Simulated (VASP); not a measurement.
# Mn3InC: accuracy against cost in the plane-wave cutoff and smearing

Aim: find what the plane-wave cutoff and smearing change for Mn3InC, and what they cost. The series runs use r2SCAN. The plane-wave cutoff tried: ENCUT = 240; ENCUT = 300; ENCUT = 360; ENCUT = 400; ENCUT = 460; ENCUT = 520; ENCUT = 640; ENCUT = 800. The smearing tried: ISMEAR = 0, SIGMA = 0.01; ISMEAR = 0, SIGMA = 0.05; ISMEAR = 0, SIGMA = 0.1; ISMEAR = 0, SIGMA = 0.2; ISMEAR = 0, SIGMA = 0.5; ISMEAR = 2, SIGMA = 0.01; ISMEAR = 2, SIGMA = 0.05; ISMEAR = 2, SIGMA = 0.1; ISMEAR = 2, SIGMA = 0.2; ISMEAR = 2, SIGMA = 0.5; ISMEAR = -5. The start is a computed cell from the Materials Project.

Main program and level: VASP 6.6.1; r2SCAN, spin-polarised from a ferromagnetic start; plane waves and PAW (Mn_pv, In_d, C).

### Step 1. Starting point

Symmetry: Pm-3m, No. 221, cubic system. Conventional cell: a = 3.949 Å, b = 3.949 Å, c = 3.949 Å, α = 90.00°, β = 90.00°, γ = 90.00°. Nearest to Mn lie 2 C at 1.97 Å and 8 Mn at 2.79 Å and 4 In at 2.79 Å. Nearest to In lie 12 Mn at 2.79 Å. Nearest to C lie 6 Mn at 1.97 Å. Farther neighbours are not listed.

Structure file:

```xyz
5
Lattice="3.9487 0.0000 0.0000 0.0000 3.9487 0.0000 0.0000 0.0000 3.9487" Properties=species:S:1:pos:R:3 pbc="T T T"
Mn    1.9743    0.0000    0.0000
Mn    0.0000    0.0000    1.9743
Mn    0.0000    1.9743    0.0000
In    1.9743    1.9743    1.9743
C     0.0000    0.0000    0.0000
```

### Step 2. Plane-wave cutoff: ENCUT = 240

The basis grows with ENCUT, and energy and stress both move with it. r2SCAN adds the kinetic-energy density, costs more than a GGA and is run with LASPH.

INCAR

```
SYSTEM = Mn3InC
PREC = Accurate
ENCUT = 240
EDIFF = 1E-06
NELM = 100
ISMEAR = -1
SIGMA = 0.05
LREAL = .FALSE.
ALGO = Normal
METAGGA = R2SCAN
LASPH = .TRUE.
NBANDS = 44
ISPIN = 2
MAGMOM = 4 4 4 0 0
LMAXMIX = 4
LORBIT = 11
LWAVE = .FALSE.
LCHARG = .FALSE.
KPAR = 4
ISIF = 2
```

POSCAR

```
Mn3InC
1.0
    3.9486650000      0.0000000000      0.0000000000
    0.0000000000      3.9486650000      0.0000000000
    0.0000000000      0.0000000000      3.9486650000
Mn In C
3 1 1
Direct
    0.5000000000      0.0000000000      0.0000000000
    0.0000000000      0.0000000000      0.5000000000
    0.0000000000      0.5000000000      0.0000000000
    0.5000000000      0.5000000000      0.5000000000
    0.0000000000      0.0000000000      0.0000000000
```

KPOINTS

```
Automatic mesh
0
Gamma
5 5 5
0 0 0
```

Potentials, in the order of the species: Mn_pv, In_d and C (PBE family, release 64).

Run with:

```bash
$ mpirun -np 4 vasp_std
```

Output:

```text
[banner, memory and clock lines left out]
running    4 mpi-ranks, on    1 nodes
 distrk:  each k-point on    1 cores,    4 groups
 distr:  one band on    1 cores,    1 groups

 POSCAR found type information on POSCAR MnInC
 POSCAR found :  3 types and       5 ions
|                                                                             |
|               ----> ADVICE to this user running VASP <----                  |
|                                                                             |
|     You enforced a specific xc type in the INCAR file but a different       |
|     [... a line on the potential file left out ...]
|     I HOPE YOU KNOW WHAT YOU ARE DOING!                                     |
|                                                                             |

 LDA part: xc-table for (None), standard interpolation
 POSCAR, INCAR and KPOINTS ok, starting setup
 FFT: planning ... GRIDC
 FFT: planning ... GRID_SOFT
 FFT: planning ... GRID
 WAVECAR not read
 entering main loop
       N       E                     dE             d eps       ncg     rms          rms(c)
DAV:   1     0.433872142223E+03    0.43387E+03   -0.19798E+04  1880   0.112E+03
DAV:   2    -0.555626515059E+02   -0.48943E+03   -0.45843E+03  1776   0.364E+02
DAV:   3    -0.912233546152E+02   -0.35661E+02   -0.34542E+02  1904   0.111E+02
DAV:   4    -0.920714887107E+02   -0.84813E+00   -0.84526E+00  1932   0.168E+01
DAV:   5    -0.920973288537E+02   -0.25840E-01   -0.25837E-01  2448   0.292E+00    0.314E+01
DAV:   6    -0.770104208212E+02    0.15087E+02   -0.30625E+01  1908   0.541E+01    0.162E+01
DAV:   7    -0.770274347197E+02   -0.17014E-01   -0.53195E+00  1892   0.199E+01    0.974E+00
DAV:   8    -0.770981927847E+02   -0.70758E-01   -0.23938E-01  1904   0.227E+00    0.487E+00
DAV:   9    -0.770918518030E+02    0.63410E-02   -0.38467E-02  1924   0.138E+00    0.148E+00
DAV:  10    -0.770946409011E+02   -0.27891E-02   -0.79313E-03  1936   0.483E-01    0.504E-01
DAV:  11    -0.770948505025E+02   -0.20960E-03   -0.60043E-04  2020   0.132E-01    0.131E-01
DAV:  12    -0.770948670543E+02   -0.16552E-04   -0.10021E-04  1972   0.572E-02    0.630E-02
DAV:  13    -0.770949000090E+02   -0.32955E-04   -0.27489E-05  1920   0.301E-02    0.153E-02
DAV:  14    -0.770948909301E+02    0.90789E-05   -0.35306E-06  1716   0.109E-02    0.121E-02
DAV:  15    -0.770948998258E+02   -0.88958E-05   -0.42069E-07  1024   0.403E-03    0.759E-03
DAV:  16    -0.770949011606E+02   -0.13348E-05   -0.32480E-07  1044   0.307E-03    0.196E-03
DAV:  17    -0.770949030437E+02   -0.18831E-05   -0.85660E-08   988   0.183E-03    0.896E-04
DAV:  18    -0.770949031122E+02   -0.68496E-07   -0.16865E-08   984   0.749E-04
   1 F= -.77094903E+02 E0= -.77088794E+02  d E =-.122176E-01  mag=     9.2325
```

Wall time 30 s (4 MPI ranks of AMD EPYC 7R43, shared host); peak memory 0.44 GiB; 1.9 min of CPU time.

Lines that name or quote the potential files are left out of all logs, and their timing lines are given in words.

OUTCAR, selected parts (step 2):

```text
ion  position               nearest neighbor table
   1  0.500  0.000  0.000-   5 1.97   5 1.97   4 2.79   2 2.79   2 2.79   4 2.79   3 2.79   4 2.79
                             4 2.79   2 2.79   3 2.79   3 2.79   2 2.79   3 2.79
   2  0.000  0.000  0.500-   5 1.97   5 1.97   4 2.79   1 2.79   1 2.79   3 2.79   3 2.79   3 2.79
                             4 2.79   3 2.79   1 2.79   4 2.79   1 2.79   4 2.79
   3  0.000  0.500  0.000-   5 1.97   5 1.97   4 2.79   1 2.79   2 2.79   4 2.79   1 2.79   2 2.79
                             2 2.79   2 2.79   1 2.79   4 2.79   4 2.79   1 2.79
   4  0.500  0.500  0.500-   1 2.79   2 2.79   3 2.79   1 2.79   3 2.79   1 2.79   2 2.79   1 2.79
                             2 2.79   3 2.79   3 2.79   2 2.79
   5  0.000  0.000  0.000-   1 1.97   2 1.97   3 1.97   2 1.97   3 1.97   1 1.97

  LATTYP: Found a simple cubic cell.
 ALAT       =     3.9486650000

 Subroutine GETGRP returns: Found 48 space group operations
 (whereof 48 operations were pure point group operations)

The static configuration has the point symmetry O_h .

 Found     10 irreducible k-points:

   k-points           NKPTS =     10   k-points in BZ     NKDIM =     10   number of bands    NBANDS=     44

   dimension x,y,z NGX =    20 NGY =   20 NGZ =   20
   dimension x,y,z NGXF=    40 NGYF=   40 NGZF=   40

   ENCUT  =  240.0 eV  17.64 Ry    4.20 a.u.   4.99  4.99  4.99*2*pi/ulx,y,z

   NELECT =      56.0000    total number of electrons

 k-points in reciprocal lattice and weights: Automatic mesh
   0.00000000  0.00000000  0.00000000       0.008
   0.20000000  0.00000000  0.00000000       0.048
   0.40000000  0.00000000  0.00000000       0.048
   0.20000000  0.20000000  0.00000000       0.096
   0.40000000  0.20000000  0.00000000       0.192
   0.40000000  0.40000000  0.00000000       0.096
   0.20000000  0.20000000  0.20000000       0.064
   0.40000000  0.20000000  0.20000000       0.192
   0.40000000  0.40000000  0.20000000       0.192
   0.40000000  0.40000000  0.40000000       0.064

 average (electrostatic) potential at core
       1 -69.9080       2 -69.9080       3 -69.9080       4 -96.5810       5 -47.2827

 E-fermi :  10.3420

 spin component 1
 k-point     1 :       0.0000    0.0000    0.0000
  band No.  band energies     occupation
    ...
     29       8.1888      1.00000
     30       8.7431      1.00000
     31       8.9397      1.00000
     32       8.9397      1.00000
     33       8.9397      1.00000
     34      12.5756      0.00000
     35      13.3468      0.00000
     36      13.3468      0.00000
     37      13.3468      0.00000
     38      15.8224      0.00000
    ...

 k-point     2 :       0.2000    0.0000    0.0000
  band No.  band energies     occupation
    ...
     29       8.1701      1.00000
     30       8.5464      1.00000
     31       8.9376      1.00000
     32       9.3273      1.00000
     33       9.3273      1.00000
     34      12.5441      0.00000
     35      13.1539      0.00000
     36      13.6728      0.00000
     37      13.6728      0.00000
     38      15.9128      0.00000
    ...

 k-point     3 :       0.4000    0.0000    0.0000
  band No.  band energies     occupation
    ...
     29       8.0391      1.00000
     30       8.2539      1.00000
     31       8.9406      1.00000
     32      10.0994      0.99225
     33      10.0994      0.99225
     34      12.7207      0.00000
     35      13.0611      0.00000
     36      14.1180      0.00000
     37      14.1180      0.00000
     38      16.2736      0.00000
    ...

 k-point     4 :       0.2000    0.2000    0.0000
  band No.  band energies     occupation
    ...
     29       8.3731      1.00000
     30       8.4150      1.00000
     31       8.6929      1.00000
     32       9.4153      1.00000
     33       9.8803      0.99990
     34      11.8443      0.00000
     35      13.5404      0.00000
     36      13.9196      0.00000
     37      14.0538      0.00000
     38      16.9916      0.00000
    ...

 k-point     5 :       0.4000    0.2000    0.0000
  band No.  band energies     occupation
    ...
     28       7.9333      1.00000
     29       7.9609      1.00000
     30       8.2961      1.00000
     31       8.5610      1.00000
     32       9.7873      0.99998
     33      10.6144      0.00429
     34      11.3667      0.00000
     35      13.8007      0.00000
     36      14.2639      0.00000
     37      14.6306      0.00000
    ...

 k-point     6 :       0.4000    0.4000    0.0000
  band No.  band energies     occupation
    ...
     29       8.1427      1.00000
     30       8.1794      1.00000
     31       8.4930      1.00000
     32       9.4645      1.00000
     33       9.9886      0.99915
     34      11.2769      0.00000
     35      14.5023      0.00000
     36      15.0738      0.00000
     37      15.5196      0.00000
     38      15.8157      0.00000
    ...

  Total       -7.1676934     -7.1676934     -7.1676934      0.0000000      0.0000000      0.0000000
  in kB     -186.5258947   -186.5258947   -186.5258947      0.0000000      0.0000000      0.0000000
  external PRESSURE =    -186.5258947 kB  Pullay stress =       0.0000000 kB

  energy-cutoff  :      240.00
  volume of cell :       61.57
      direct lattice vectors                 reciprocal lattice vectors
     3.948665000  0.000000000  0.000000000     0.253250149  0.000000000  0.000000000
     0.000000000  3.948665000  0.000000000     0.000000000  0.253250149  0.000000000
     0.000000000  0.000000000  3.948665000     0.000000000  0.000000000  0.253250149

 POSITION                                       TOTAL-FORCE (eV/Angst)
 -----------------------------------------------------------------------------------
      1.97433      0.00000      0.00000         0.000000      0.000000      0.000000
      0.00000      0.00000      1.97433         0.000000      0.000000      0.000000
      0.00000      1.97433      0.00000         0.000000      0.000000      0.000000
      1.97433      1.97433      1.97433         0.000000      0.000000      0.000000
      0.00000      0.00000      0.00000         0.000000      0.000000      0.000000
 -----------------------------------------------------------------------------------
    total drift:                               -0.000000      0.000000     -0.000000

  FREE ENERGIE OF THE ION-ELECTRON SYSTEM (eV)
  ---------------------------------------------------
  free  energy   TOTEN  =       -77.0949031122 eV

  energy  without entropy=      -77.0826854844  energy(sigma->0) =      -77.08879430

 total charge
# of ion       s       p       d       tot
------------------------------------------
    1        0.327   6.370   5.163  11.860
    2        0.327   6.370   5.163  11.860
    3        0.327   6.370   5.163  11.860
    4        0.857   1.005   9.869  11.731
    5        0.877   1.579   0.000   2.455
--------------------------------------------------
tot          2.714  21.695  25.357  49.766

 magnetization (x)
# of ion       s       p       d       tot
------------------------------------------
    1        0.015   0.020   3.176   3.210
    2        0.015   0.020   3.176   3.210
    3        0.015   0.020   3.176   3.210
    4       -0.056  -0.185   0.021  -0.220
    5       -0.020  -0.173   0.000  -0.194
--------------------------------------------------
tot         -0.032  -0.299   9.548   9.217

[... 6 further parts left out ...]
```

The magnetic state follows from one typed start and may not be the lowest. The k-mesh is coarse for a metal. SCAN-type functionals tend to overstate the moments of itinerant magnets. The PAW data sets were made with PBE, which is usual practice but a small mismatch for other functionals.

This step gave:

| Property | Result |
| --- | --- |
| SCF cycles | 18 |
| electrons | 56 |
| bands | 44 |
| irreducible k-points | 10 |
| symmetry operations | 48 |
| free energy (TOTEN) | -77.0949 eV |
| energy at zero smearing | -77.0888 eV |
| Fermi energy | 10.34 eV |
| pressure | -18.65 GPa |
| moment of the cell, from the last line of the log | 9.232 μB |
| metallic | yes |

Spin moment in the PAW sphere by atom:

| atom | spin moment in the PAW sphere (μB) |
| --- | --- |
| Mn1 | 3.21 |
| Mn2 | 3.21 |
| Mn3 | 3.21 |
| In4 | -0.22 |
| C5 | -0.19 |

The series starts at -15.4178 eV an atom and -18.65 GPa, after 18 cycles in 30 s.

### Step 3. Plane-wave cutoff: ENCUT = 300

INCAR, as its differences from that of step 2:

```diff
@@ -2,3 +2,3 @@
 PREC = Accurate
-ENCUT = 240
+ENCUT = 300
 EDIFF = 1E-06
```

POSCAR is that of step 2.

KPOINTS is that of step 2.

Run with:

```bash
$ mpirun -np 4 vasp_std
```

Output:

```text
[banner, memory and clock lines left out]
running    4 mpi-ranks, on    1 nodes
[...]
[... a notice as in an earlier step ...]

 LDA part: xc-table for (None), standard interpolation
 POSCAR, INCAR and KPOINTS ok, starting setup
[...]
entering main loop
       N       E                     dE             d eps       ncg     rms          rms(c)
DAV:   1     0.501048794558E+03    0.50105E+03   -0.22206E+04  1856   0.133E+03
DAV:   2    -0.459009063747E+02   -0.54695E+03   -0.51477E+03  1780   0.413E+02
DAV:   3    -0.910830562983E+02   -0.45182E+02   -0.43516E+02  1872   0.133E+02
DAV:   4    -0.924130891412E+02   -0.13300E+01   -0.13236E+01  1952   0.225E+01
[...]
DAV:  14    -0.773913598549E+02    0.14883E-04   -0.48799E-06  1768   0.144E-02    0.138E-02
DAV:  15    -0.773913726311E+02   -0.12776E-04   -0.66744E-07  1100   0.575E-03    0.873E-03
DAV:  16    -0.773913732294E+02   -0.59831E-06   -0.31830E-07  1020   0.361E-03
   1 F= -.77391373E+02 E0= -.77385308E+02  d E =-.121296E-01  mag=     9.2359
```

It took 38 s on 4 MPI ranks; peak memory 0.52 GiB; 2.5 min of CPU time.

From OUTCAR (step 3):

```text
  Total        4.0697665      4.0697665      4.0697665     -0.0000000      0.0000000     -0.0000000
  in kB      105.9081059    105.9081059    105.9081059     -0.0000000      0.0000000     -0.0000000
  external PRESSURE =     105.9081059 kB  Pullay stress =       0.0000000 kB

 POSITION                                       TOTAL-FORCE (eV/Angst)
 -----------------------------------------------------------------------------------
      1.97433      0.00000      0.00000         0.000000      0.000000      0.000000
      0.00000      0.00000      1.97433         0.000000      0.000000      0.000000
      0.00000      1.97433      0.00000         0.000000      0.000000      0.000000
      1.97433      1.97433      1.97433         0.000000      0.000000      0.000000
      0.00000      0.00000      0.00000         0.000000      0.000000      0.000000
 -----------------------------------------------------------------------------------
    total drift:                                0.000000      0.000000     -0.000000

  FREE ENERGIE OF THE ION-ELECTRON SYSTEM (eV)
  ---------------------------------------------------
  free  energy   TOTEN  =       -77.3913732294 eV

  energy  without entropy=      -77.3792436459  energy(sigma->0) =      -77.38530844

 magnetization (x)
# of ion       s       p       d       tot
------------------------------------------
    1        0.015   0.020   3.165   3.200
    2        0.015   0.020   3.165   3.200
    3        0.015   0.020   3.165   3.200
    4       -0.056  -0.187   0.022  -0.222
    5       -0.024  -0.178   0.000  -0.202
--------------------------------------------------
tot         -0.034  -0.304   9.516   9.178

[... 1 part as in an earlier step ...]

[... 2 further parts left out ...]
[key lines of the parts left out:]
E-fermi :  10.3823
```

Against the run before the energy moves by -59.30 meV an atom and the pressure by +29.24 GPa, after 16 cycles in 38 s.

### Step 4. Plane-wave cutoff: ENCUT = 360

INCAR, as its differences from that of step 3:

```diff
@@ -2,3 +2,3 @@
 PREC = Accurate
-ENCUT = 300
+ENCUT = 360
 EDIFF = 1E-06
```

POSCAR is that of step 3.

KPOINTS is that of step 3.

Run with:

```bash
$ mpirun -np 4 vasp_std
```

Output:

```text
[... set-up lines as in an earlier step ...]
 entering main loop
       N       E                     dE             d eps       ncg     rms          rms(c)
DAV:   1     0.554562442340E+03    0.55456E+03   -0.24727E+04  1800   0.151E+03
DAV:   2    -0.379586352739E+02   -0.59252E+03   -0.55852E+03  1760   0.449E+02
DAV:   3    -0.907700847066E+02   -0.52811E+02   -0.50730E+02  1872   0.147E+02
DAV:   4    -0.925026070766E+02   -0.17325E+01   -0.17211E+01  1976   0.263E+01
[...]
DAV:  14    -0.773467825851E+02    0.16961E-04   -0.57142E-06  1748   0.158E-02    0.132E-02
DAV:  15    -0.773467972233E+02   -0.14638E-04   -0.85084E-07  1188   0.628E-03    0.860E-03
DAV:  16    -0.773467974303E+02   -0.20706E-06   -0.29812E-07  1004   0.362E-03
   1 F= -.77346797E+02 E0= -.77340743E+02  d E =-.121085E-01  mag=     9.2360
```

It took 38 s on 4 MPI ranks; peak memory 0.54 GiB; 2.5 min of CPU time.

From OUTCAR (step 4):

```text
  Total        4.7087705      4.7087705      4.7087705     -0.0000000     -0.0000000     -0.0000000
  in kB      122.5369980    122.5369980    122.5369980     -0.0000000     -0.0000000     -0.0000000
  external PRESSURE =     122.5369980 kB  Pullay stress =       0.0000000 kB

  FREE ENERGIE OF THE ION-ELECTRON SYSTEM (eV)
  ---------------------------------------------------
  free  energy   TOTEN  =       -77.3467974303 eV

  energy  without entropy=      -77.3346889450  energy(sigma->0) =      -77.34074319

 magnetization (x)
# of ion       s       p       d       tot
------------------------------------------
    1        0.016   0.020   3.165   3.201
    2        0.016   0.020   3.165   3.201
    3        0.016   0.020   3.165   3.201
    4       -0.056  -0.187   0.022  -0.221
    5       -0.026  -0.178   0.000  -0.204
--------------------------------------------------
tot         -0.035  -0.305   9.517   9.177

[... 2 parts as in an earlier step ...]

[... 2 further parts left out ...]
[key lines of the parts left out:]
E-fermi :  10.3762
```

Against the run before the energy moves by +8.91 meV an atom and the pressure by +1.66 GPa, after 16 cycles in 38 s.

### Step 5. Plane-wave cutoff: ENCUT = 400

INCAR, as its differences from that of step 4:

```diff
@@ -2,3 +2,3 @@
 PREC = Accurate
-ENCUT = 360
+ENCUT = 400
 EDIFF = 1E-06
```

POSCAR is that of step 4.

KPOINTS is that of step 4.

Run with:

```bash
$ mpirun -np 4 vasp_std
```

Output:

```text
[... set-up lines as in an earlier step ...]
 entering main loop
       N       E                     dE             d eps       ncg     rms          rms(c)
DAV:   1     0.574646508498E+03    0.57465E+03   -0.26197E+04  1784   0.161E+03
DAV:   2    -0.357226982564E+02   -0.61037E+03   -0.57323E+03  1764   0.462E+02
DAV:   3    -0.906105909414E+02   -0.54888E+02   -0.52428E+02  1856   0.151E+02
DAV:   4    -0.925166329146E+02   -0.19060E+01   -0.18936E+01  1948   0.276E+01
[...]
DAV:  14    -0.773230735881E+02    0.18460E-04   -0.62692E-06  1772   0.164E-02    0.135E-02
DAV:  15    -0.773230889130E+02   -0.15325E-04   -0.95964E-07  1268   0.654E-03    0.852E-03
DAV:  16    -0.773230894497E+02   -0.53667E-06   -0.31705E-07  1000   0.374E-03
   1 F= -.77323089E+02 E0= -.77317022E+02  d E =-.121352E-01  mag=     9.2363
```

Wall time 58 s (4 MPI ranks); peak memory 0.66 GiB; 3.8 min of CPU time.

Parts of OUTCAR (step 5):

```text
  Total        4.8116432      4.8116432      4.8116432      0.0000000      0.0000000     -0.0000000
  in kB      125.2140683    125.2140683    125.2140683      0.0000000      0.0000000     -0.0000000
  external PRESSURE =     125.2140683 kB  Pullay stress =       0.0000000 kB

  FREE ENERGIE OF THE ION-ELECTRON SYSTEM (eV)
  ---------------------------------------------------
  free  energy   TOTEN  =       -77.3230894497 eV

  energy  without entropy=      -77.3109542963  energy(sigma->0) =      -77.31702187

 magnetization (x)
# of ion       s       p       d       tot
------------------------------------------
    1        0.015   0.020   3.166   3.201
    2        0.015   0.020   3.166   3.201
    3        0.015   0.020   3.166   3.201
    4       -0.056  -0.187   0.021  -0.221
    5       -0.027  -0.176   0.000  -0.203
--------------------------------------------------
tot         -0.036  -0.304   9.518   9.178

[... 2 parts as in an earlier step ...]

[... 2 further parts left out ...]
[key lines of the parts left out:]
E-fermi :  10.3732
```

Against the run before the energy moves by +4.74 meV an atom and the pressure by +0.27 GPa, after 16 cycles in 58 s.

(Part 1 of 4 ends here.)

[Lines on the potential files, build, host, timing and source positions are cut from VASP's logs without a mark.]

[Logs are printed without paths, hosts, clocks, repeated set-up lines and the standing remarks that a program may print on its own settings, such as how far it seeks lower states.]

[Hosts, paths, dates, database ids (printed as entryN), source tags and the programs' standing remarks are cut or masked in the printed files.]

[A measured line is paired with the nearest computed mode of its activity, which favours agreement.]
